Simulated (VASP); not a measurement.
Computed with vdW-DF-cx, VASP's PBE PAW potentials (set 64) (plane waves; VASP).

Input for VASP

### INCAR
```
SYSTEM=Lu
PREC=Accurate; ENCUT=520; LREAL=.False.
LASPH=.True.
EDIFF=1E-7; NELM=100; ALGO=Normal
LMAXMIX=6
ISMEAR=1; SIGMA=0.1
GGA=CX; LUSE_VDW=.True.; AGGAC=0.0
IBRION=2; NSW=30; ISIF=4
EDIFFG=-0.01
LWAVE=.False.; LCHARG=.False.
```

### KPOINTS
```
kpoints
0
G
 12 12 7
```

### POSCAR
```
Lu
1.0
  1.7294584138  -2.9955099259   0.0000000000
  1.7294584138   2.9955099259   0.0000000000
  0.0000000000   0.0000000000   5.3836452554
Lu
2
Direct
  0.3333330000   0.6666670000   0.2500000000
  0.6666670000   0.3333330000   0.7500000000
```

POTCAR, in this order: Lu_3 (PBE.64 set). Program: vasp_std.

What VASP printed:

OUTCAR:
```
 ion  position               nearest neighbor table
   1  0.333  0.667  0.250-   2 3.35   2 3.35   2 3.35   2 3.35   2 3.35   2 3.35
   2  0.667  0.333  0.750-   1 3.35   1 3.35   1 3.35   1 3.35   1 3.35   1 3.35
  LATTYP: Found a hexagonal cell.
 ALAT       =     3.4589169000
 C/A-ratio  =     1.5564540609
 Subroutine PRICEL returns:
 Original cell was already a primitive cell.
 Subroutine GETGRP returns: Found 24 space group operations
The static configuration has the point symmetry D_3d.
 The point group associated with its full space group is D_6h.
The dynamic configuration has the point symmetry D_3d.
 Subroutine INISYM returns: Found 24 space group operations
 Subroutine IBZKPT returns following result:
 Found     76 irreducible k-points:

 Following reciprocal coordinates:
            Coordinates               Weight
  0.000000  0.000000  0.000000      1.000000
  0.083333  0.000000  0.000000      6.000000
  0.166667  0.000000  0.000000      6.000000
  0.250000  0.000000  0.000000      6.000000
  0.333333  0.000000  0.000000      6.000000
  0.416667  0.000000  0.000000      6.000000
  0.500000  0.000000  0.000000      3.000000
...
```

**OSZICAR**
```
       N       E                     dE             d eps       ncg     rms          rms(c)
DAV:   1     0.491779993626E+02    0.49178E+02   -0.88471E+03  3514   0.152E+03
DAV:   2    -0.192337526086E+01   -0.51101E+02   -0.49892E+02  3398   0.721E+02
DAV:   3    -0.414688957947E+01   -0.22235E+01   -0.21075E+01  3477   0.632E+01
DAV:   4    -0.424486115449E+01   -0.97972E-01   -0.94466E-01  3587   0.101E+01
DAV:   5    -0.424804766738E+01   -0.31865E-02   -0.30422E-02  3405   0.187E+00    0.262E+01
DAV:   6    -0.424964669443E+01   -0.15990E-02   -0.29933E-02  3324   0.405E+00    0.156E+01
DAV:   7    -0.426181397115E+01   -0.12167E-01   -0.59066E-02  3202   0.571E+00    0.392E-01
DAV:   8    -0.426179725309E+01    0.16718E-04   -0.40933E-03  3249   0.906E-01    0.727E-02
DAV:   9    -0.426181957744E+01   -0.22324E-04   -0.17269E-04  3411   0.199E-01    0.289E-02
DAV:  10    -0.426181806956E+01    0.15079E-05   -0.20387E-05  3371   0.725E-02    0.372E-02
DAV:  11    -0.426181841152E+01   -0.34197E-06   -0.17711E-06  3301   0.184E-02    0.168E-03
DAV:  12    -0.426181853164E+01   -0.12012E-06   -0.67065E-08  1836   0.632E-03    0.189E-03
DAV:  13    -0.426181852594E+01    0.57062E-08   -0.23186E-08  1698   0.950E-03
   1 F= -.42618185E+01 E0= -.42613175E+01  d E =-.426182E+01
       N       E                     dE             d eps       ncg     rms          rms(c)
DAV:   1    -0.426196811008E+01   -0.14958E-03   -0.49051E-03  3099   0.101E+00    0.537E-02
DAV:   2    -0.426190041374E+01    0.67696E-04   -0.14912E-04  3339   0.181E-01    0.305E-02
DAV:   3    -0.426186545852E+01    0.34955E-04   -0.37526E-05  3793   0.805E-02    0.169E-02
DAV:   4    -0.426186525955E+01    0.19897E-06   -0.46306E-06  3254   0.198E-02    0.644E-03
DAV:   5    -0.426186517198E+01    0.87570E-07   -0.92989E-08  1668   0.791E-03
   2 F= -.42618652E+01 E0= -.42613561E+01  d E =-.466460E-04
```

File OUTCAR:
```
------------------------ aborting loop because EDIFF is reached ----------------------------------------
  FORCE on cell =-STRESS in cart. coord.  units (eV):
  Direction    XX          YY          ZZ          XY          YZ          ZX
  --------------------------------------------------------------------------------------
  Total        0.0827851      0.0827851      0.0587216      0.0000000      0.0000000     -0.0000000
  in kB        2.3777993      2.3777994      1.6866353      0.0000000      0.0000000     -0.0000000
  external PRESSURE =       2.1474113 kB  Pullay stress =       0.0000000 kB
  volume of cell :       55.78
      direct lattice vectors                 reciprocal lattice vectors
     1.730375715 -2.997098738  0.000000000     0.288954587 -0.166828004  0.000000000
     1.730375715  2.997098738 -0.000000000     0.288954587  0.166828004  0.000000000
    -0.000000000 -0.000000000  5.377938849     0.000000000  0.000000000  0.185944844
 POSITION                                       TOTAL-FORCE (eV/Angst)
 -----------------------------------------------------------------------------------
      1.73038      0.99903      1.34448        -0.000000      0.000000      0.000000
      1.73038     -0.99903      4.03345         0.000000     -0.000000      0.000000
 -----------------------------------------------------------------------------------
    total drift:                                0.000000      0.000067     -0.000012
  FREE ENERGIE OF THE ION-ELECTRON SYSTEM (eV)
  ---------------------------------------------------
  free  energy   TOTEN  =        -4.2618651720 eV

  energy  without entropy=       -4.2603379265  energy(sigma->0) =       -4.26135609

 reached required accuracy - stopping structural energy minimisation
```
(Selected blocks of OUTCAR.)

File CONTCAR:
```
Lu
   1.00000000000000
     1.7303757145103302   -2.9970987377714238    0.0000000000000000
     1.7303757145103302    2.9970987377714238   -0.0000000000000000
    -0.0000000000000000   -0.0000000000000000    5.3779388493136002
  Lu
     2
Direct
     0.3333330000000032    0.6666669999999968    0.2500000000000000
     0.6666669999999968    0.3333330000000032    0.7500000000000000
```

OUTCAR:
```
 val. band max:        2.9098514412   @ k =   0.4167   0.0000   0.4286

 cond. band min:       2.9308183069   @ k =   0.1667   0.0833   0.2857


 Fermi energy:         2.9286390872

 k-point     1 :       0.0000    0.0000    0.0000
  band No.  band energies     occupation
      1     -24.0436      2.00000
      2     -23.5432      2.00000
      3     -23.5432      2.00000
      4     -23.4424      2.00000
      5     -23.4424      2.00000
      6     -23.3977      2.00000
      7      -3.2555      2.00000
      8       0.4390      2.00000
      9       3.8133     -0.00000
     10       5.1400      0.00000
     11       5.1400      0.00000
     12       5.6490      0.00000
     13       5.9366      0.00000

 k-point     2 :       0.0833    0.0000    0.0000
  band No.  band energies     occupation
      1     -24.0305      2.00000
      2     -23.5686      2.00000
      3     -23.5522      2.00000
      4     -23.4696      2.00000
      5     -23.4456      2.00000
      6     -23.4042      2.00000
      7      -3.0814      2.00000
      8       0.6133      2.00000
      9       3.6652     -0.00000
     10       4.6993     -0.00000
     11       5.3047      0.00000
     12       5.6992      0.00000
     13       5.9758      0.00000

 k-point     3 :       0.1667    0.0000    0.0000
  band No.  band energies     occupation
      1     -23.9931      2.00000
      2     -23.6383      2.00000
      3     -23.5757      2.00000
      4     -23.5420      2.00000
      5     -23.4550      2.00000
      6     -23.4238      2.00000
      7      -2.5793      2.00000
      8       1.0900      2.00000
      9       3.2871     -0.00000
     10       4.0055     -0.00000
     11       5.1744      0.00000
     12       5.7252      0.00000
     13       5.8069      0.00000

 k-point     4 :       0.2500    0.0000    0.0000
  band No.  band energies     occupation
      1     -23.9363      2.00000
      2     -23.7341      2.00000
      3     -23.6369      2.00000
...
```

The compound is Lu in the hcp structure. This run relaxes it. Symmetry was kept, so distortions that lower it aren't found.
